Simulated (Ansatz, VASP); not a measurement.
## Cross-check of Nb2GeN between VASP and Ansatz

Wanted: the spread between two codes on one cell, functional and k mesh. The cell is invented: As first built, before any earlier steps moved the atoms (in the runner's words): it takes the Zr2CN structure with some of its atoms replaced by other elements, volume scaled by an estimate. It may not be a known or stable phase. The cell is a member of a volume series, scaled by 0.94 from a relaxed one, so a pressure remains.

Method: plane waves, with VASP 6.6.1 beside it; single point at PBEsol, in Ansatz 0.2.0.

**1. The structure**

It takes space group R-3m (No. 166, trigonal). Conventional cell: a = 3.138 Å, b = 3.138 Å, c = 18.502 Å, α = 90.00°, β = 90.00°, γ = 120.00°. Nearest to Nb lie 3 N at 2.11 Å. Nearest to Ge lie 6 Nb at 2.70 Å. Nearest to N lie 6 Nb at 2.11 Å. As first built, before any earlier steps moved the atoms (in the runner's words): sites of the Zr2CN structure (space group 166) filled with other elements, volume scaled by an estimate. Farther neighbours and most contacts between anions are not listed.

As a file:

```xyz
4
Lattice="1.5690 0.9058 6.1675 -1.5690 0.9058 6.1675 0.0000 -1.8117 6.1675" Properties=species:S:1:pos:R:3 pbc="T T T"
Nb    0.0000    0.0000    5.0883
Nb    0.0000    0.0000   13.4142
Ge    0.0000    0.0000    9.2512
N     0.0000    0.0000    0.0000
```

**2. VASP: single point, PBEsol, volume scaled by 0.94**

A single point gives forces, pressure and levels at one fixed geometry, so differences don't come from the geometry; what else differs is listed under the comparison.

Lines of VASP's logs that name or quote its potential files are left out, and so is its time.

Input file INCAR:

```
SYSTEM = Nb2GeN
PREC = Accurate
ENCUT = 520
EDIFF = 1E-06
NELM = 100
ISMEAR = 0
SIGMA = 0.05
LREAL = .FALSE.
ALGO = Normal
GGA = PS
NBANDS = 28
LORBIT = 11
LWAVE = .FALSE.
LCHARG = .FALSE.
KPAR = 2
ISIF = 2
```

Input file POSCAR:

```
Nb2GeN
1.0
    1.5689548992      0.9058365380      6.1674915842
   -1.5689548992      0.9058365380      6.1674915842
    0.0000000000     -1.8116730761      6.1674915842
Nb Ge N
2 1 1
Direct
    0.2750047582      0.2750047582      0.2750047582
    0.7249952418      0.7249952418      0.7249952418
    0.5000000000      0.5000000000      0.5000000000
    0.0000000000      0.0000000000      0.0000000000
```

Input file KPOINTS:

```
Automatic mesh
0
Gamma
8 8 8
0 0 0
```

Potentials, in the order of the species: Nb_sv, Ge_d and N (PBE family, release 64).

On the command line:

```sh
$ mpirun -np 2 vasp_std
```

Numbers of over 12 decimals in the logs are rounded to 6 here.

What it wrote:

```text
[banner, memory and clock lines left out]
running    2 mpi-ranks, on    1 nodes
 distrk:  each k-point on    1 cores,    2 groups
 distr:  one band on    1 cores,    1 groups

 POSCAR found type information on POSCAR NbGeN
 POSCAR found :  3 types and       4 ions
|                                                                             |
|               ----> ADVICE to this user running VASP <----                  |
|                                                                             |
|     You enforced a specific xc type in the INCAR file but a different       |
|     [... a line on the potential file left out ...]
|     I HOPE YOU KNOW WHAT YOU ARE DOING!                                     |
|                                                                             |

 LDA part: xc-table for (Slater+PW92), standard interpolation
 POSCAR, INCAR and KPOINTS ok, starting setup
 FFT: planning ... GRIDC
 FFT: planning ... GRID_SOFT
 FFT: planning ... GRID
 WAVECAR not read
 entering main loop
       N       E                     dE             d eps       ncg     rms          rms(c)
DAV:   1     0.545242201947E+03    0.54524E+03   -0.23411E+04  4528   0.331E+03
DAV:   2     0.404741612175E+02   -0.50477E+03   -0.49105E+03  3820   0.881E+02
DAV:   3    -0.353785764416E+02   -0.75853E+02   -0.73456E+02  5480   0.228E+02
DAV:   4    -0.416692576612E+02   -0.62907E+01   -0.61884E+01  6344   0.590E+01
DAV:   5    -0.419136734584E+02   -0.24442E+00   -0.24063E+00  5716   0.102E+01    0.163E+01
DAV:   6    -0.383071262152E+02    0.36065E+01   -0.21609E+01  5216   0.276E+01    0.593E+00
DAV:   7    -0.382093750073E+02    0.97751E-01   -0.21168E+00  5876   0.963E+00    0.342E+00
DAV:   8    -0.381962214085E+02    0.13154E-01   -0.32616E-01  5144   0.382E+00    0.125E+00
DAV:   9    -0.381940829782E+02    0.21384E-02   -0.48737E-02  6412   0.162E+00    0.427E-01
DAV:  10    -0.381944715852E+02   -0.38861E-03   -0.54115E-03  5096   0.684E-01    0.101E-01
DAV:  11    -0.381945219184E+02   -0.50333E-04   -0.78870E-04  5244   0.228E-01    0.318E-02
DAV:  12    -0.381945070339E+02    0.14885E-04   -0.74528E-05  5224   0.931E-02    0.172E-02
DAV:  13    -0.381945086929E+02   -0.16590E-05   -0.62283E-06  4872   0.209E-02    0.531E-03
DAV:  14    -0.381945086620E+02    0.30873E-07   -0.72533E-07  2752   0.866E-03
   1 F= -.38194509E+02 E0= -.38193200E+02  d E =-.261788E-02
```

Parts of OUTCAR (step 2):

```text
ion  position               nearest neighbor table
   1  0.275  0.275  0.275-   4 2.11   4 2.11   4 2.11   3 2.70   3 2.70   3 2.70   2 2.82   2 2.82
                             2 2.82
   2  0.725  0.725  0.725-   4 2.11   4 2.11   4 2.11   3 2.70   3 2.70   3 2.70   1 2.82   1 2.82
                             1 2.82
   3  0.500  0.500  0.500-   1 2.70   1 2.70   2 2.70   2 2.70   1 2.70   2 2.70
   4  0.000  0.000  0.000-   2 2.11   2 2.11   1 2.11   1 2.11   2 2.11   1 2.11

  LATTYP: Found a trigonal (rhomboedric) cell.
 ALAT       =     6.4280721644
 COS(alpha) =     0.8808512664

 Subroutine GETGRP returns: Found 12 space group operations
 (whereof 12 operations were pure point group operations)

The static configuration has the point symmetry D_3d.

 Found     65 irreducible k-points:

   k-points           NKPTS =     65   k-points in BZ     NKDIM =     65   number of bands    NBANDS=     28

   dimension x,y,z NGX =    48 NGY =   48 NGZ =   48
   dimension x,y,z NGXF=    96 NGYF=   96 NGZF=   96

   ENCUT  =  520.0 eV  38.22 Ry    6.18 a.u.  11.95 11.95 11.95*2*pi/ulx,y,z

   NELECT =      45.0000    total number of electrons

 k-points in reciprocal lattice and weights: Automatic mesh
   0.00000000  0.00000000  0.00000000       0.002
   0.12500000  0.00000000  0.00000000       0.012
   0.25000000  0.00000000  0.00000000       0.012
   0.37500000  0.00000000  0.00000000       0.012
   0.50000000  0.00000000  0.00000000       0.006
   0.12500000  0.12500000  0.00000000       0.012
   0.25000000  0.12500000  0.00000000       0.023
   0.37500000  0.12500000  0.00000000       0.023
   0.50000000  0.12500000  0.00000000       0.023
[...]
-0.37500000  0.50000000  0.37500000       0.012
   0.50000000  0.50000000  0.50000000       0.002

 average (electrostatic) potential at core
       1 -76.6022       2 -76.6022       3 -66.5020       4 -58.4809

 E-fermi :  12.2660

 k-point     1 :       0.0000    0.0000    0.0000
  band No.  band energies     occupation
    ...
     18       5.2193      2.00000
     19       9.5123      2.00000
     20      10.6945      2.00000
     21      10.6945      2.00000
     22      11.1751      2.00000
     23      12.7363      0.00000
     24      12.7363      0.00000
     25      13.3273      0.00000
     26      14.1815      0.00000
     27      14.1815      0.00000
    ...

 k-point     2 :       0.1250    0.0000    0.0000
  band No.  band energies     occupation
    ...
     19       9.1658      2.00000
     20      10.0197      2.00000
     21      10.8740      2.00000
     22      11.1703      2.00000
     23      12.0944      2.00000
     24      12.6454      0.00000
     25      13.7533      0.00000
     26      14.4623      0.00000
     27      14.7189      0.00000
     28      15.3159      0.00000

 k-point     3 :       0.2500    0.0000    0.0000
  band No.  band energies     occupation
    ...
     19       8.7028      2.00000
     20       9.0528      2.00000
     21      10.4881      2.00000
     22      11.2786      2.00000
     23      11.6921      2.00000
     24      13.2099      0.00000
     25      13.6808      0.00000
     26      14.0960      0.00000
     27      15.2221      0.00000
     28      16.6930      0.00000

  Total        5.2351283      5.2351284      5.3928025     -0.0000000     -0.0000000     -0.0000000
  in kB      159.4842510    159.4842526    164.2876756     -0.0000000     -0.0000000     -0.0000000
  external PRESSURE =     161.0853931 kB  Pullay stress =       0.0000000 kB

  energy-cutoff  :      520.00
  volume of cell :       52.59
      direct lattice vectors                 reciprocal lattice vectors
     1.568954899  0.905836538  6.167491584     0.318683475  0.183991989  0.054046824
    -1.568954899  0.905836538  6.167491584    -0.318683475  0.183991989  0.054046824
     0.000000000 -1.811673076  6.167491584     0.000000000 -0.367983979  0.054046824

 POSITION                                       TOTAL-FORCE (eV/Angst)
 -----------------------------------------------------------------------------------
      0.00000     -0.00000      5.08827        -0.000000      0.000000     -0.705383
      0.00000     -0.00000     13.41421        -0.000000     -0.000000      0.705383
      0.00000     -0.00000      9.25124         0.000000     -0.000000     -0.000000
      0.00000      0.00000      0.00000        -0.000000      0.000000     -0.000000
 -----------------------------------------------------------------------------------
    total drift:                                0.000000      0.000000     -0.000000

  FREE ENERGIE OF THE ION-ELECTRON SYSTEM (eV)
  ---------------------------------------------------
  free  energy   TOTEN  =       -38.1945086620 eV

  energy  without entropy=      -38.1918907853  energy(sigma->0) =      -38.19319972

 total charge
# of ion       s       p       d       tot
------------------------------------------
    1        2.164   6.054   2.625  10.843
    2        2.164   6.054   2.625  10.843
    3        1.147   1.317  10.040  12.504
    4        1.253   2.525   0.000   3.778
--------------------------------------------------
tot          6.728  15.950  15.289  37.967

[... 3 further parts left out ...]
```

The run ends at a pressure of 16.11 GPa, with forces up to 0.71 eV/Å.

**3. Ansatz: single point, PBEsol, volume scaled by 0.94**

Ansatz runs on its default PAW (the set named soft_2) files.

The same cell, functional, mesh and smearing now go to Ansatz, which takes its cutoff from its data sets.

Input file input.yaml:

```yaml
crystal:
  lattice:
    - [1.5689548992, 0.905836538, 6.1674915842]
    - [-1.5689548992, 0.905836538, 6.1674915842]
    - [0.0, -1.8116730761, 6.1674915842]
  atoms:
    - { symbol: Nb, position: [0.2750047582, 0.2750047582, 0.2750047582] }
    - { symbol: Nb, position: [0.7249952418, 0.7249952418, 0.7249952418] }
    - { symbol: Ge, position: [0.5, 0.5, 0.5] }
    - { symbol: "N", position: [0.0, 0.0, 0.0] }
hamiltonian:
  xc: pbesol
  pseudopotentials: { kind: paw }
kpoints:
  mp_grid: { grid: [8, 8, 8] }
scf:
  occupations: { method: gaussian, width: 0.05 }
  n_extra_bands: 5
output:
  forces: true
  stress: true
  eigenvalues: true
  write_density: true
  write_potential: true
  elf: true
  volumetric_format: npy
```

On the command line:

```sh
$ ansatz run input.yaml --threads 2 --pin off --max-ram 4608MiB --backend cpu --events-out ev --progress --plain --runs-dir out
```

What it wrote:

```text
Warning: crystal.lattice misses the space group found at crystal.symmetry.tolerance 1.0e-5 in a digit that the deck types, which is why this is a warning: making the lattice exact moves one of its numbers by a whole unit of that number's last typed decimal, or more. The operation that it misses by the most changes a squared length by the fraction 8.86e-9. The run uses the lattice that is a stretch of the typed one, w [...]
basis.fft_grid_basis auto: the FFT boxes are laid along the combinations [[1, -1, 0], [0, 1, 0], [0, -1, 1]] of the cell's own vectors, 3.138, 6.428 and 3.138 Å long. The dense box has 24×45×24 points. Along the cell's own vectors, as sized, it would have 45×45×45, 3.52 times as many. Of the 12 symmetry operations that the crystal satisfies within crystal.symmetry.tolerance (time reversal apart; of a slab, those that [...]
scf.n_extra_bands = 5 over 23 filled bands (N_el = 45.0): the run solves 28 bands
Engine: ansatz 0.2.0, aarch64-unknown-linux-gnu
Pseudopotentials: kind: paw
Pseudopotential: Nb, paw, valence charge 13, recommended cutoff 420 eV (normal), Nb.paw.azcp
Pseudopotential: Ge, paw, valence charge 14, recommended cutoff 420 eV (normal), Ge.paw.azcp
Pseudopotential: N, paw, valence charge 5, recommended cutoff 420 eV (normal), N.paw.azcp
Functional definition: PBEsol
  exchange = pbesol_x
  correlation = pbesol_c
Crystal: 4 atoms, lattice volume = 52.592 Å³
Basis set: ecut = 420 eV, 1011 PW (Γ), FFT grids on a1−a2, a2, −a2+a3, exchange–correlation on 48×90×48 points (8 copies of the dense FFT grid, shifted against one another)
Bands: 28, of which v1, the nominal top of the filled ones, is band 23 counted from 1 (22 counted from 0)
Symmetry: 12 space group operations
Space group: R-3m (ITA 166), of the structure as read, at distance tolerance 3.7e-5 Å
k-points: 65 of 512
Non-local potential: Nb, projectors of the file, l = 0: 3, l = 1: 2, l = 2: 2, l = 3: 1
Non-local potential: Ge, projectors of the file, l = 0: 2, l = 1: 2, l = 2: 3, l = 3: 1
Non-local potential: N, projectors of the file, l = 0: 2, l = 1: 2, l = 2: 1
PAW form: soft (Blöchl's): semilocal exchange-correlation on the pseudo side does not see the compensation charge
PAW frozen core: Nb, regenerated for the run's functional, and the local potential with it (the file was generated under x = pbe(κ = 0.804, μ = 0.219515), c = pbe(β = 0.066725))
PAW frozen core: Ge, regenerated for the run's functional, and the local potential with it (the file was generated under x = pbe(κ = 0.804, μ = 0.219515), c = pbe(β = 0.066725))
PAW frozen core: N, regenerated for the run's functional, and the local potential with it (the file was generated under x = pbe(κ = 0.804, μ = 0.219515), c = pbe(β = 0.066725))
PAW one-centre angular grid: Nb, 590 points (default); XC on 64 Gauss nodes
PAW one-centre angular grid: Ge, 590 points (default); XC on 64 Gauss nodes
PAW one-centre angular grid: N, 110 points (default); XC on 64 Gauss nodes
Initial density: superposition of atomic densities (neutral atoms: chi_scale 0, normalization atom), corrected by the library's trained network
Initial wavefunctions: pseudopotential atomic-orbital guess
Functional: x = pbesol(κ = 0.804, μ = 0.123457), c = pbesol(β = 0.046)
SCF iter   1: F=—  HF=-13625.625216 eV  |F-HF|=—  |Δ(HF+E_count)|=         —  Δρ=1.10e-2  dr2=1.06e-1  ethr=1.77e-3  ⟨swp⟩=5.7  Hψ=7927  notcnv=0
preconditioner: auto → Kerker (q_TF=auto, 2.658 Å⁻¹)  [metal: Δε(μ)=0.008 eV  Ē_g=20.180 eV  σ=0.050 eV  W_gap=0.09  n_scr=16 (ndim 8)  ℏωp=32.8 eV  f_vac=0.000  D(μ)=2.25/eV (n_scr^D=22)]
SCF iter   2: F=—  HF=-13625.610705 eV  |F-HF|=—  |Δ(HF+E_count)|=   1.45e-2  Δρ=5.40e-3  dr2=3.53e-2  ethr=2.36e-4  ⟨swp⟩=1.9  Hψ=2442  notcnv=0  defer=28
SCF iter   3: F=—  HF=-13625.604276 eV  |F-HF|=—  |Δ(HF+E_count)|=   6.43e-3  Δρ=9.40e-4  dr2=1.62e-3  ethr=7.84e-5  ⟨swp⟩=2.0  Hψ=2337  notcnv=0  defer=28
SCF iter   4: F=—  HF=-13625.603928 eV  |F-HF|=—  |Δ(HF+E_count)|=   3.48e-4  Δρ=4.76e-4  dr2=1.88e-4  ethr=3.60e-6  ⟨swp⟩=2.0  Hψ=2676  notcnv=0  defer=28
SCF iter   5: F=—  HF=-13625.603835 eV  |F-HF|=—  |Δ(HF+E_count)|=   9.30e-5  Δρ=1.95e-4  dr2=2.00e-5  ethr=4.17e-7  ⟨swp⟩=2.0  Hψ=2673  notcnv=0  defer=28
SCF iter   6: F=—  HF=-13625.603835 eV  |F-HF|=—  |Δ(HF+E_count)|=   2.49e-7  Δρ=3.55e-5  dr2=7.17e-7  ethr=4.45e-8  ⟨swp⟩=2.7  Hψ=2980  notcnv=0  defer=30
SCF iter   7: F=-13625.603835 eV  HF=-13625.603835 eV  |F-HF|=1.84e-8  |Δ(HF+E_count)|=   1.40e-7  Δρ=7.01e-6  dr2=3.10e-8  ethr=2.22e-10  ⟨swp⟩=11.7  Hψ=12519  notcnv=0
SCF 1 converged in 7 iterations: F = -13625.603835 eV  dr2 = 3.10e-8
  greatest PAW one-centre occupation: 0.998 electrons in one spin orbital (limit 2), on the Ge atom at site 2 (counted from 0), in its partial waves of l = 2
SCF converged after 7 iterations
Free energy (F): -13625.603835 eV
Harris-Foulkes:  -13625.603835 eV  (|F-HF|=1.84e-8)
Internal energy: -13625.601215 eV  (E = F + TS)
E sigma→0 (E₀):  -13625.602525 eV
Entropy (-TS):   -0.002620 eV (-0.655 meV/atom)
Fermi energy:    18.714792 eV
--- Per-component energies (eV) ---
  E_band       = -117.983441
  E_kinetic    = 1046.756864
  E_local      = -3427.532752  (includes V_loc(G=0)·N_el)
  E_nonlocal   = 708.729128
  E_hartree    = 1338.894727
  E_xc         = -489.559107
  E_vxc        = -573.907855  (∫ρ·V_xc dr)
  E_paw        = -8137.220472  (= ΣΔE_a)
  E_vpaw       = -549.823025  (= ΣTr[D̂ρ^β])
  E_aug_tail   = 0.000347  (compensation charges beyond the density's cutoff)
  E_ewald      = -4666.993403
  E_core_change = 1.323453  (= ΣΔE_core)
  E_smearing   = -0.002620  (= −TS)
  E_closure    = 0.000000  (closes the sum)
  Σ components = -13625.603835   (vs F -13625.603835, Δ=0.00e0)
--- Forces (eV/Å), atoms counted from 1 ---
  atom   1  Nb     0.00000000     0.00000000    -0.71971307
  atom   2  Nb     0.00000000    -0.00000000     0.71971307
  atom   3  Ge    -0.00000000     0.00000000     0.00000000
  atom   4  N     -0.00000000    -0.00000000     0.00000000
  max |Σ_I F_I| component: 1.26e-29 eV/Å
--- Stress (GPa, compression-positive) ---
       16.306094       0.000000      -0.000000
        0.000000      16.306094      -0.000000
       -0.000000      -0.000000      16.739313
  P = ⅓ Tr σ = 16.4505 GPa (164.505 kbar)
--- Band table (eV; the first three rows and the last of 65) ---
  k-point 0: bands = [... 19 lower, 17.1441, 17.1441, 17.6228, 19.1863, 19.1863, 19.7727, 20.6262, 20.6262, ... 1 higher]
  k-point 1: bands = [... 19 lower, 16.4696, 17.3230, 17.6183, 18.5433, 19.0950, 20.1986, 20.9074, 21.1666, ... 1 higher]
  k-point 2: bands = [... 19 lower, 15.5030, 16.9385, 17.7267, 18.1412, 19.6594, 20.1254, 20.5424, 21.6699, ... 1 higher]
  k-point 64: bands = [... 19 lower, 17.1781, 17.1781, 18.1612, 18.7481, 18.7481, 19.6933, 20.4607, 20.4607, ... 1 higher]
```

Wall time 3.2 s (2 threads of Arm Neoverse V2, shared host); peak memory 0.39 GiB.

The run ends at a pressure of 16.45 GPa, with forces up to 0.72 eV/Å.

**4. Side by side**

Known differences besides the potentials themselves: the cutoff is 420 eV in Ansatz and 520 eV in VASP; Ansatz makes its cores anew for this functional, VASP keeps those of its PBE data sets; VASP leaves aspherical gradient terms in its spheres out (LASPH is not set), Ansatz keeps them. Total energies have different zeros and are not compared.

Both answers:

| quantity | Ansatz | VASP | difference |
| --- | --- | --- | --- |
| pressure (GPa) | 16.45 | 16.11 | +0.34 |
| pressure without Ansatz's Pulay correction (GPa) | 16.26 | 16.11 | +0.15 |

Forces (eV/Å; atoms numbered as in POSCAR):

| atom | Ansatz x, y, z | VASP x, y, z |
| --- | --- | --- |
| Nb1 | 0.000, 0.000, -0.720 | 0.000, 0.000, -0.705 |
| Nb2 | 0.000, 0.000, 0.720 | 0.000, 0.000, 0.705 |
| Ge3 | 0.000, 0.000, 0.000 | 0.000, 0.000, 0.000 |
| N4 | 0.000, 0.000, 0.000 | 0.000, 0.000, 0.000 |

The forces differ by 5.9 meV/Å r.m.s., which is 2.0 % of the r.m.s. force of 0.29 eV/Å (both taken over all components). Ansatz's pressure holds a Pulay correction of 0.20 GPa; VASP's holds none.

[end of part 1 of 2]

[Lines on the potential files, build, host, timing and source positions are cut from VASP's logs without a mark.]

[Logs are printed without paths, hosts, clocks, repeated set-up lines and the standing remarks that a program may print on its own settings, such as how far it seeks lower states.]

[Hosts, paths, dates, database ids (printed as entryN), source tags and the programs' standing remarks are cut or masked in the printed files.]
